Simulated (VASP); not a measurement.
Level of theory: PBE GGA, VASP's PBE PAW potentials (set 64) (plane waves; VASP).

The input files of a VASP run:

**KPOINTS**
```
K-points
0
G
  8 8 8
```

### POSCAR
```
Li2O
1.0
  0.0000000000   2.2176000000   2.2176000000
  2.2176000000   0.0000000000   2.2176000000
  2.2176000000   2.2176000000   0.0000000000
Li O
2 1
direct
  0.2500000000   0.2500000000   0.2500000000
  0.7500000000   0.7500000000   0.7500000000
  0.0000000000   0.0000000000   0.0000000000
```

### INCAR
```
SYSTEM = Li2O
PREC = Accurate
ENCUT = 600
EDIFF = 1E-7
NELM = 100
ALGO = Normal
LREAL = .FALSE.
LASPH = .TRUE.
ISMEAR = 0
SIGMA = 0.05
GGA = PE
LWAVE = .FALSE.
LCHARG = .FALSE.
ISIF = 2
IBRION = 2
NSW = 30
EDIFFG = -0.01
```

POTCAR, in this order: Li_sv O (PBE.64 set). Program: vasp_std.

Question: Predict the energy per atom (σ→0), pressure.

Answer: 
The energy per atom (σ→0) comes out as -4.745 eV/atom and the pressure is 127.9 kbar.

File OSZICAR:
```
...
DAV:   7    -0.142325789560E+02    0.14690E-01   -0.17200E-01   668   0.388E+00    0.151E+00
DAV:   8    -0.142362183422E+02   -0.36394E-02   -0.57269E-02   678   0.299E+00    0.350E-01
DAV:   9    -0.142351233138E+02    0.10950E-02   -0.84242E-03   748   0.836E-01    0.107E-01
DAV:  10    -0.142354957530E+02   -0.37244E-03   -0.90812E-04   630   0.263E-01    0.413E-02
DAV:  11    -0.142354849895E+02    0.10764E-04   -0.36346E-05   752   0.805E-02    0.964E-03
DAV:  12    -0.142354864302E+02   -0.14408E-05   -0.38854E-06   698   0.206E-02    0.202E-03
DAV:  13    -0.142354864869E+02   -0.56678E-07   -0.48282E-07   806   0.806E-03
   1 F= -.14235486E+02 E0= -.14235486E+02  d E =-.142355E+02
```

The compound is Li2O in the antifluorite structure. This cell was strained or had an atom moved on purpose.
